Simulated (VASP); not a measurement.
Input of a VASP 6.6.1 run:

File INCAR:

```
ALGO = Normal
EDIFF = 1E-7
EDIFFG = -0.005
ENCUT = 600
GGA = PE
IBRION = 2
ISIF = 3
ISMEAR = 1
ISPIN = 2
LASPH = T
LCHARG = F
LMAXMIX = 4
LORBIT = 11
LREAL = F
LWAVE = F
MAGMOM = 0 2 2 2 0
NELM = 100
NSW = 60
PREC = Accurate
SIGMA = 0.2
```

File KPOINTS:

```
k-points
0
Gamma
  6 6 6
```

POSCAR

```
RbCo3Ag
1.0
    4.2799835900      0.0000000000      0.0000000000
    0.0000000000      4.2799835900      0.0000000000
    0.0000000000      0.0000000000      4.2799835900
Rb Co Ag
1 3 1
Direct
    0.0000000000      0.0000000000      0.0000000000
    0.5000000000      0.0000000000      0.5000000000
    0.5000000000      0.5000000000      0.0000000000
    0.0000000000      0.5000000000      0.5000000000
    0.5000000000      0.5000000000      0.5000000000
```

Potentials or basis: VASP PAW PBE potentials, release 64 (Rb_sv, Co, Ag).

Launch:

```console
$ cat potpaw_PBE.64/Rb_sv/POTCAR potpaw_PBE.64/Co/POTCAR potpaw_PBE.64/Ag/POTCAR > POTCAR
$ mpirun -np 1 vasp_std > vasp.out
```

(1) What does it give for the relaxed cell?

(2) Estimate the site moments.

## Answers

(1) a = 4.952 Å, b = 4.952 Å, c = 4.952 Å, α = 90.00°, β = 90.00°, γ = 90.00°.

(2) Rb -0.01; Co +2.08; Ag +0.05 μB.
